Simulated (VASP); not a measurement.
# AlCl (Fm-3m) in VASP: settings compared

The runs below take AlCl through single point, relaxation of cell and atoms, with HSE(alpha, omega), PBE.

Everything below comes from runs of VASP 6.6.1. Logs are shortened: lines on timing, memory, paths and dates and some standing lists are left out, and cuts for length are marked.

### 1 The crystal as given

The structure is cubic, space group Fm-3m (No. 225). The conventional cell has a = 5.697 Å, b = 5.697 Å, c = 5.697 Å, α = 90.00°, β = 90.00°, γ = 90.00°. Al (site symmetry m-3m) has 6 Cl at 2.85 Å as nearest neighbours. Cl (site symmetry m-3m) has 6 Al at 2.85 Å as nearest neighbours.

The cell was built by a generator and needn't be a form met in nature.

### 2 Single point, HSE(alpha, omega)

POSCAR reads:

```
AlCl
1.0
    0.0000000000      2.8486347600      2.8486347600
    2.8486347600      0.0000000000      2.8486347600
    2.8486347600      2.8486347600      0.0000000000
Al Cl
1 1
Direct
    0.5000000000      0.5000000000      0.5000000000
    0.0000000000      0.0000000000      0.0000000000
```

INCAR.step1 reads:

```
SYSTEM = AlCl
ALGO = Normal ; EDIFF = 1E-5
ENCUT = 520 ; GGA = PE
ISIF = 2 ; ISMEAR = -1
LASPH = .True. ; LCHARG = .False.
LREAL = .False. ; LWAVE = .True.
NBANDS = 12 ; NELM = 100
PREC = Accurate ; SIGMA = 0.05
```

INCAR.step2 reads:

```
SYSTEM = AlCl
AEXX = 0.5 ; ALGO = Normal
EDIFF = 1E-6 ; ENCUT = 520
GGA = PE ; HFSCREEN = 0.2
ISIF = 2 ; ISMEAR = -1
ISTART = 1 ; LASPH = .True.
LCHARG = .False. ; LHFCALC = .True.
LREAL = .False. ; LWAVE = .False.
NBANDS = 12 ; NELM = 100
PREC = Accurate ; PRECFOCK = Fast
SIGMA = 0.05
```

KPOINTS reads:

```
k-points
0
Gamma
  4 4 4
  0 0 0
```

Potentials or basis: VASP PAW PBE potentials, release 64 (Al, Cl).

Launch:

```console
> cat potpaw_PBE.64/Al/POTCAR potpaw_PBE.64/Cl/POTCAR > POTCAR
> cp INCAR.step1 INCAR
> mpirun -np 1 vasp_std > vasp.out
> cp INCAR.step2 INCAR
> mpirun -np 1 vasp_std > vasp.out
```

OUTCAR:

```text
SYSTEM = AlCl
   AEXX = 0.5
   EDIFF = 1E-6
   ENCUT = 520
   GGA = PE
   HFSCREEN = 0.2
   ISIF = 2
   ISMEAR = -1
   ISTART = 1
   LASPH = .True.
   LHFCALC = .True.
   LREAL = .False.
   NELM = 100
   PREC = Accurate
   PRECFOCK = Fast

 ion  position               nearest neighbor table
   1  0.500  0.500  0.500-   2 2.85   2 2.85   2 2.85   2 2.85   2 2.85   2 2.85
   2  0.000  0.000  0.000-   1 2.85   1 2.85   1 2.85   1 2.85   1 2.85   1 2.85

  LATTYP: Found a face centered cubic cell.
 ALAT       =     5.6972695200

  Lattice vectors:

 A1 = (   0.0000000000,   2.8486347600,   2.8486347600)
 A2 = (   2.8486347600,   0.0000000000,   2.8486347600)
 A3 = (   2.8486347600,   2.8486347600,   0.0000000000)

Analysis of symmetry for initial positions (statically):
=====================================================================
 Subroutine PRICEL returns:
 Original cell was already a primitive cell.

 Routine SETGRP: Setting up the symmetry group for a
 face centered cubic supercell.

 Subroutine GETGRP returns: Found 48 space group operations
 (whereof 48 operations were pure point group operations)
 out of a pool of 48 trial point group operations.

The static configuration has the point symmetry O_h .

Analysis of symmetry for dynamics (positions and initial velocities):
=====================================================================
 Subroutine PRICEL returns:
 Original cell was already a primitive cell.

 Routine SETGRP: Setting up the symmetry group for a
 face centered cubic supercell.

 Subroutine GETGRP returns: Found 48 space group operations
 (whereof 48 operations were pure point group operations)
 out of a pool of 48 trial point group operations.

The dynamic configuration has the point symmetry O_h .

 Subroutine INISYM returns: Found 48 space group operations
 (whereof 48 operations are pure point group operations),
 and found     1 'primitive' translations

----------------------------------------------------------------------------------------

                                     Primitive cell

  volume of cell :      46.2317

  direct lattice vectors                    reciprocal lattice vectors
     0.000000000  2.848634760  2.848634760    -0.175522677  0.175522677  0.175522677
     2.848634760  0.000000000  2.848634760     0.175522677 -0.175522677  0.175522677
     2.848634760  2.848634760  0.000000000     0.175522677  0.175522677 -0.175522677

  length of vectors
     4.028577912  4.028577912  4.028577912     0.304014195  0.304014195  0.304014195

  position of ions in fractional coordinates (direct lattice)
     0.500000000  0.500000000  0.500000000
     0.000000000  0.000000000  0.000000000

  ion indices of the primitive-cell ions
   primitive index   ion index
                 1           1
                 2           2

----------------------------------------------------------------------------------------

 KPOINTS: k-points

Automatic generation of k-mesh.
 Grid dimensions read from file:
 generate k-points for:    4    4    4

 Generating k-lattice:

  Cartesian coordinates                     Fractional coordinates (reciprocal lattice)
    -0.043880669  0.043880669  0.043880669     0.250000000  0.000000000  0.000000000
     0.043880669 -0.043880669  0.043880669     0.000000000  0.250000000  0.000000000
     0.043880669  0.043880669 -0.043880669     0.000000000  0.000000000  0.250000000

  Length of vectors
     0.076003549  0.076003549  0.076003549

  Shift w.r.t. Gamma in fractional coordinates (k-lattice)
     0.000000000  0.000000000  0.000000000

 Subroutine IBZKPT returns following result:
 ===========================================

 Found      8 irreducible k-points:

 Following reciprocal coordinates:
            Coordinates               Weight
  0.000000  0.000000  0.000000      1.000000
  0.250000  0.000000  0.000000      8.000000
  0.500000  0.000000  0.000000      4.000000
  0.250000  0.250000  0.000000      6.000000
  0.500000  0.250000  0.000000     24.000000
 -0.250000  0.250000  0.000000     12.000000
  0.500000  0.500000  0.000000      3.000000
 -0.250000  0.500000  0.250000      6.000000
   k-points           NKPTS =      8   k-points in BZ     NKDIM =     64   number of bands    NBANDS=     12
   number of dos      NEDOS =    301   number of ions     NIONS =      2
   total plane-waves  NPLWV =  27000
   dimension x,y,z NGX =    30 NGY =   30 NGZ =   30
   dimension x,y,z NGXF=    60 NGYF=   60 NGZF=   60
   ions per type =               1   1
   NGX,Y,Z   is equivalent  to a cutoff of  12.38, 12.38, 12.38 a.u.
   NGXF,Y,Z  is equivalent  to a cutoff of  24.76, 24.76, 24.76 a.u.
 SYSTEM =  AlCl
   PREC   = accura    normal or accurate (medium, high low for compatibility)
   ISTART =      1    job   : 0-new  1-cont  2-samecut
   ICHARG =      0    charge: 1-file 2-atom 10-const
   ISPIN  =      1    spin polarized calculation?
   LNONCOLLINEAR =      F non collinear calculations
   LSORBIT =      F    spin-orbit coupling
   LASPH  =      T    aspherical Exc in radial PAW
   ENCUT  =  520.0 eV  38.22 Ry    6.18 a.u.   7.49  7.49  7.49*2*pi/ulx,y,z
   NELM   =    100;   NELMIN=  2; NELMDL=  0     # of ELM steps
   EDIFF  = 0.1E-05   stopping-criterion for ELM
   LREAL  =      F    real-space projection
   EDIFFG = 0.1E-04   stopping-criterion for IOM
   NSW    =      0    number of steps for IOM
   IBRION =     -1    ionic relax: 0-MD 1-quasi-New 2-CG
   NFREE  =      0    steps in history (QN), initial steepest desc. (CG)
   ISIF   =      2    stress and relaxation
   ISYM   =      3    0-nonsym 1-usesym 2-fastsym
   POTIM  = 0.5000    time-step for ionic-motion
   TEBEG  =    0.0;   TEEND  =   0.0 temperature during run
   PSTRESS=    0.0 pullay stress
   NELECT =      10.0000    total number of electrons
   NUPDOWN=      -1.0000    fix difference up-down
   EMIN   =  10.00;   EMAX   =-10.00  energy-range for DOS
   EFERMI =   0.00;   METHOD = LEGACY
   ISMEAR =    -1;   SIGMA  =   0.05  broadening in eV -4-tet -1-fermi 0-gaus
   EFERMI_NEDOS =   21; number of points for ismear=-14 and -15
   IALGO  =     38    algorithm
   IMIX   =      1    mixing-type and parameters
     AMIX     =   0.40;   BMIX     =  1.00
     AMIX_MAG =   1.60;   BMIX_MAG =  1.00
  volume/ion in A,a.u.               =      23.12       155.99
  Fermi-wavevector in a.u.,A,eV,Ry     =   0.982716  1.857064 13.139567  0.965731
  Thomas-Fermi vector in A             =   2.113820
   LORBIT       =      0    0 simple, 1 ext, 2 COOP (PROOUT), +10 PAW based schemes
   GGA     = PE    functional components
   LHFCALC =     T    Hartree Fock is set to
   PRECFOCK=fast      Normal, Fast or Accurate (Low or Medium for compatibility)
   ENCUT4O =  -1.0   cutoff for four orbital integrals eV
   NKREDX  =     1    reduce k-point grid by
   NKREDY  =     1    reduce k-point grid by
   NKREDZ  =     1    reduce k-point grid by
   AEXX    =    0.5000 exact exchange contribution
   HFSCREEN=    0.2000 screening length (either q_TF or 0.3 A-1)
   HFSCREENC=   0.2000 screening length for correlation (either q_TF or 0.3 A-1)
   ENCUTFOCK=  -1.0 apply spherical cutoff to Coloumb kernel
   IVDW    =     0    specifies the selected vdW correction
   LEPSILON=     F    determine dielectric tensor
   LRPA    =     F    only Hartree local field effects (RPA)
 non-spin polarized calculation
  energy-cutoff  :      520.00
  volume of cell :       46.23
 maximum number of plane-waves:      1257
 NGX is ok and might be reduce to    30
  NGX = 16; NGY = 16; NGZ = 16

 number of electron       9.9999999 magnetization

 Free energy of the ion-electron system (eV)
  ---------------------------------------------------
  ext. energy  EPLUGINS =         0.00000000
  ---------------------------------------------------
  free energy    TOTEN  =        -8.37955627 eV

  energy without entropy =       -8.37941703  energy(sigma->0) =       -8.37948665

 E-fermi :   5.2644     XC(G=0):  -5.9089

 val. band max:        4.9388165717   @ k =   0.5000   0.0000   0.0000
 cond. band min:       5.5900662518   @ k =   0.5000   0.0000   0.0000
 fundamental gap:      0.6512496801
 Fermi energy:         5.2644414046

 k-point     1 :       0.0000    0.0000    0.0000
  band No.  band energies     occupation
      1     -16.5432      2.00000
      2      -1.5401      2.00000
      3      -1.5401      2.00000
      4      -1.5401      2.00000
      5      -0.4036      2.00000
      6      11.4931      0.00000
      7      11.4931      0.00000
      8      11.4931      0.00000
      9      11.8590      0.00000
     10      11.8590      0.00000
     11      11.8590      0.00000
     12      13.4999      0.00000

 k-point     2 :       0.2500    0.0000    0.0000
  band No.  band energies     occupation
      1     -16.3182      2.00000
      2      -3.9142      2.00000
      3      -1.6452      2.00000
      4      -1.6452      2.00000
      5       2.3509      2.00000
      6       8.3482      0.00000
      7       9.3244      0.00000
      8       9.3244      0.00000
      9      12.4006      0.00000
     10      13.1374      0.00000
     11      13.1375      0.00000
     12      17.3923      0.00000

 k-point     3 :       0.5000    0.0000    0.0000
  band No.  band energies     occupation
      1     -16.0722      2.00000
      2      -5.1295      2.00000
      3      -1.7419      2.00000
      4      -1.7419      2.00000
      5       4.9388      1.99703
      6       5.5901      0.00297
      7       8.2443      0.00000
      8       8.2443      0.00000
      9      13.4972      0.00000
     10      16.8605      0.00000
     11      16.8605      0.00000
     12      17.2974      0.00000
[... 46 lines left out ...]
 k-point     7 :       0.5000    0.5000    0.0000
  band No.  band energies     occupation
      1     -15.9478      2.00000
      2      -3.9648      2.00000
      3      -2.4781      2.00000
      4      -2.4781      2.00000
      5       0.2915      2.00000
      6       8.3395      0.00000
      7      10.2072      0.00000
      8      11.4676      0.00000
      9      11.4676      0.00000
     10      15.7040      0.00000
     11      16.8746      0.00000
     12      18.9543      0.00000

 k-point     8 :      -0.2500    0.5000    0.2500
  band No.  band energies     occupation
      1     -15.9372      2.00000
      2      -3.2995      2.00000
      3      -3.2995      2.00000
      4      -3.2978      2.00000
      5       2.3868      2.00000
      6       8.2463      0.00000
      7       9.3964      0.00000
      8       9.3964      0.00000
      9      13.8521      0.00000
     10      13.8521      0.00000
     11      16.5059      0.00000
     12      19.2834      0.00000

------------------------ aborting loop because EDIFF is reached ----------------------------------------

  FORCE on cell =-STRESS in cart. coord.  units (eV):
  Direction    XX          YY          ZZ          XY          YZ          ZX
  --------------------------------------------------------------------------------------
  -------------------------------------------------------------------------------------
  Total        2.2184171      2.2184171      2.2184171     -0.0000000      0.0000000     -0.0000000
  in kB       76.8800196     76.8800196     76.8800196     -0.0000000      0.0000000     -0.0000000
  external PRESSURE =      76.8800196 kB  Pullay stress =       0.0000000 kB

 VOLUME and BASIS-vectors are now :
 -----------------------------------------------------------------------------
  energy-cutoff  :      520.00
  volume of cell :       46.23
      direct lattice vectors                 reciprocal lattice vectors
     0.000000000  2.848634760  2.848634760    -0.175522677  0.175522677  0.175522677
     2.848634760  0.000000000  2.848634760     0.175522677 -0.175522677  0.175522677
     2.848634760  2.848634760  0.000000000     0.175522677  0.175522677 -0.175522677

 POSITION                                       TOTAL-FORCE (eV/Angst)
 -----------------------------------------------------------------------------------
      2.84863      2.84863      2.84863         0.000000      0.000000     -0.000000
      0.00000      0.00000      0.00000        -0.000000     -0.000000      0.000000
 -----------------------------------------------------------------------------------
    total drift:                                0.000004      0.000006      0.000006

  FREE ENERGIE OF THE ION-ELECTRON SYSTEM (eV)
  ---------------------------------------------------
  free  energy   TOTEN  =        -8.3795562708 eV

  energy  without entropy=       -8.3794170349  energy(sigma->0) =       -8.37948665
```

Wall time 60 s (1 thread of Intel Xeon Platinum 8559C (Emerald Rapids), shared host); peak memory 0.25 GiB.

Results:

| Item | Value |
| --- | --- |
| Free energy | -8.3796 eV |
| Pressure | 7.7 GPa |
| Band gap on the k mesh | 0.65 eV, direct |

Levels at points of the mesh, in eV from the valence-band top:
| k point | band 2 | band 3 | band 4 | band 5 | band 6 | band 7 | band 8 | band 9 |
| --- | --- | --- | --- | --- | --- | --- | --- | --- |
| (0.00, 0.00, 0.00) | -6.48 | -6.48 | -6.48 | -5.34 | 6.55 | 6.55 | 6.55 | 6.92 |
| (0.50, 0.00, 0.00) | -10.07 | -6.68 | -6.68 | 0.00 | 0.65 | 3.31 | 3.31 | 8.56 |
| (0.50, 0.50, 0.00) | -8.90 | -7.42 | -7.42 | -4.65 | 3.40 | 5.27 | 6.53 | 6.53 |

Caveat: the k mesh is coarse (spacing up to 0.48 Å⁻¹), so the values aren't converged, least of all with exact exchange; the PAW data sets were made with another functional, which shifts forces and pressure a little. A k mesh can miss the band edges.

[end of part 1 of 2]
